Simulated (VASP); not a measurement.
Calculation: r2SCAN meta-GGA, VASP's PBE PAW potentials (set 64) (plane waves; VASP).

VASP input:

**POSCAR**
```
GaN
1
    0.0000000000     2.2527067553     2.2527067553
    2.2527067553     0.0000000000     2.2527067553
    2.2527067553     2.2527067553    -0.0000000000
Ga N
1 1
Direct
  0.0000000000   0.0000000000   0.0000000000
  0.2500000000   0.2500000000   0.2500000000
```

File KPOINTS_OPT:
```
k-points along high-symmetry lines
10
Line-mode
Reciprocal
  0.000000   0.000000   0.000000 ! GAMMA
 -0.500000  -0.500000   0.000000 ! X

 -0.500000  -0.500000   0.000000 ! X
 -0.375000  -0.375000   0.250000 ! U

 -0.375000   0.000000   0.375000 ! K
  0.000000   0.000000   0.000000 ! GAMMA

  0.000000   0.000000   0.000000 ! GAMMA
  0.000000   0.000000   0.500000 ! L

  0.000000   0.000000   0.500000 ! L
 -0.500000  -0.250000   0.250000 ! W

 -0.500000  -0.250000   0.250000 ! W
 -0.500000  -0.500000   0.000000 ! X
```

INCAR:
```
SYSTEM = GaN
PREC = Accurate; ENCUT = 520; LREAL = .FALSE.
LASPH = .TRUE.
EDIFF = 1E-7; NELM = 100; ALGO = Normal
LMAXMIX = 4; LMIXTAU = .TRUE.
ISMEAR = -5
METAGGA = R2SCAN
ISIF = 2
LWAVE = .FALSE.; LCHARG = .FALSE.; LORBIT = 11
NEDOS = 601
```

File KPOINTS:
```
kpoints
0
gamma
 11 11 11
0 0 0
```

POTCAR, in this order: Ga_d N (PBE.64 set). Program: vasp_std.

What VASP printed:

**OSZICAR**
```
       N       E                     dE             d eps       ncg     rms          rms(c)
DAV:   1     0.753862626494E+02    0.75386E+02   -0.99898E+03  1549   0.254E+03
DAV:   2    -0.197566844205E+02   -0.95143E+02   -0.90663E+02  1674   0.360E+02
DAV:   3    -0.266935454845E+02   -0.69369E+01   -0.68924E+01  1616   0.901E+01
DAV:   4    -0.268120589911E+02   -0.11851E+00   -0.11845E+00  1759   0.123E+01
DAV:   5    -0.268136630487E+02   -0.16041E-02   -0.16040E-02  1611   0.124E+00    0.718E+00
DAV:   6    -0.215336914072E+02    0.52800E+01   -0.41327E+00  2189   0.522E+01    0.274E+00
DAV:   7    -0.219390755143E+02   -0.40538E+00   -0.75229E-01  1770   0.113E+01    0.179E+00
DAV:   8    -0.217733680420E+02    0.16571E+00   -0.35151E-01  1530   0.793E+00    0.134E+00
DAV:   9    -0.218059370583E+02   -0.32569E-01   -0.19552E-01  1461   0.573E+00    0.681E-01
DAV:  10    -0.218970761243E+02   -0.91139E-01   -0.61890E-02  1456   0.381E+00    0.302E-01
DAV:  11    -0.219042478945E+02   -0.71718E-02   -0.18979E-03  1857   0.555E-01    0.291E-01
DAV:  12    -0.219036225833E+02    0.62531E-03   -0.10090E-04  1531   0.128E-01    0.248E-01
DAV:  13    -0.218968126973E+02    0.68099E-02   -0.36181E-03  1578   0.730E-01    0.183E-01
DAV:  14    -0.218968796465E+02   -0.66949E-04   -0.25730E-04  1496   0.197E-01    0.147E-01
DAV:  15    -0.218968827241E+02   -0.30776E-05   -0.83684E-06  1875   0.319E-02    0.141E-01
DAV:  16    -0.218969455489E+02   -0.62825E-04   -0.68546E-05  1754   0.128E-01    0.297E-02
DAV:  17    -0.218969198841E+02    0.25665E-04   -0.16390E-05  1868   0.105E-01    0.177E-02
DAV:  18    -0.218969253507E+02   -0.54666E-05   -0.33500E-06  1679   0.271E-02    0.114E-02
DAV:  19    -0.218969190549E+02    0.62958E-05   -0.39385E-06  1695   0.290E-02    0.322E-03
DAV:  20    -0.218969207408E+02   -0.16860E-05   -0.57427E-07  1791   0.977E-03    0.251E-03
DAV:  21    -0.218969200808E+02    0.66009E-06   -0.22300E-07  1492   0.473E-03    0.217E-03
DAV:  22    -0.218969211180E+02   -0.10372E-05   -0.44763E-08   763   0.276E-03    0.138E-03
DAV:  23    -0.218969208891E+02    0.22886E-06   -0.11757E-08   758   0.155E-03    0.380E-04
DAV:  24    -0.218969210122E+02   -0.12311E-06   -0.38598E-09   748   0.665E-04    0.992E-05
DAV:  25    -0.218969209632E+02    0.48972E-07   -0.63953E-10   743   0.367E-04
   1 F= -.21896921E+02 E0= -.21896921E+02  d E =0.000000E+00
       N       E                     dE             ncg
       N       E                     dE             ncg
```

File OUTCAR:
```
------------------------ aborting loop because EDIFF is reached ----------------------------------------
  FORCE on cell =-STRESS in cart. coord.  units (eV):
  Direction    XX          YY          ZZ          XY          YZ          ZX
  --------------------------------------------------------------------------------------
  Total        0.0163304      0.0163304      0.0163304      0.0000000      0.0000000      0.0000000
  in kB        1.1443595      1.1443595      1.1443595      0.0000000      0.0000000      0.0000000
  external PRESSURE =       1.1443595 kB  Pullay stress =       0.0000000 kB
  volume of cell :       22.86
      direct lattice vectors                 reciprocal lattice vectors
     0.000000000  2.252706755  2.252706755    -0.221955210  0.221955210  0.221955210
     2.252706755  0.000000000  2.252706755     0.221955210 -0.221955210  0.221955210
     2.252706755  2.252706755  0.000000000     0.221955210  0.221955210 -0.221955210
  FREE ENERGIE OF THE ION-ELECTRON SYSTEM (eV)
  ---------------------------------------------------
  free  energy   TOTEN  =       -21.8969209632 eV

  energy  without entropy=      -21.8969209632  energy(sigma->0) =      -21.89692096

 total charge

# of ion       s       p       d       tot
------------------------------------------
    1        0.757   0.879  10.190  11.826
    2        1.232   2.541   0.000   3.773
--------------------------------------------------
tot          1.989   3.420  10.190  15.599
```
(Selected blocks of OUTCAR.)

The compound is GaN in the zinc blende structure, a metastable form; wurtzite is the usual one. It was relaxed first.
